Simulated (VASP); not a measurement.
Consider the following.

```
CELL_PARAMETERS angstrom
      3.89397     0.00000     0.00000
      0.00000     3.89397     0.00000
      0.00000     0.00000     8.48805
ATOMIC_POSITIONS crystal
  Hf 0.50000 0.00000 0.73863
  Hf 0.00000 0.50000 0.26137
  Sb 0.50000 0.00000 0.38107
  Sb 0.00000 0.50000 0.61893
  Sb 0.00000 0.00000 0.00000
  Pd 0.50000 0.50000 0.00000
```

Method: PBEsol GGA with spin-orbit coupling, VASP's PBE PAW potentials (set 64) (plane waves; VASP). Run with 400 eV cut-off, 7×7×4 Γ-centred mesh, Gaussian smearing of 0.050 eV, potentials Hf_pv Sb Pd.

Give the energies of bands 37 to 50 at the high-symmetry points, in eV from the Fermi level.

```
band      Γ      X      M      Z      R      A
----  -----  -----  -----  -----  -----  -----
37    -1.02  -1.25  -1.85  -1.36  -1.68  -1.80
38    -1.02  -1.25  -1.85  -1.36  -1.68  -1.80
39    -0.99  -1.15  -1.79  -1.04  -1.33  -1.62
40    -0.99  -1.15  -1.79  -1.04  -1.33  -1.62
41    -0.91  -0.61  -1.55  -0.81  -1.30  -1.50
42    -0.91  -0.61  -1.55  -0.81  -1.30  -1.50
43    -0.87  -0.51  -1.47  -0.39   0.00  -1.48
44    -0.87  -0.51  -1.47  -0.39   0.00  -1.48
45     0.58   0.97  -1.45  -0.24   0.59  -1.14
46     0.58   0.97  -1.45  -0.24   0.59  -1.14
47     1.22   1.10  -1.42   0.94   1.18  -1.07
48     1.22   1.10  -1.42   0.94   1.18  -1.07
49     1.28   1.57   0.47   1.42   2.01   0.46
50     1.28   1.57   0.47   1.42   2.01   0.46
```

It has no gap at this level: it comes out as a metal or semimetal.

The structure comes from a computed database's Hf2Sb3Pd entry (P-4m2); how it stands against other phases isn't given here. It was relaxed first.
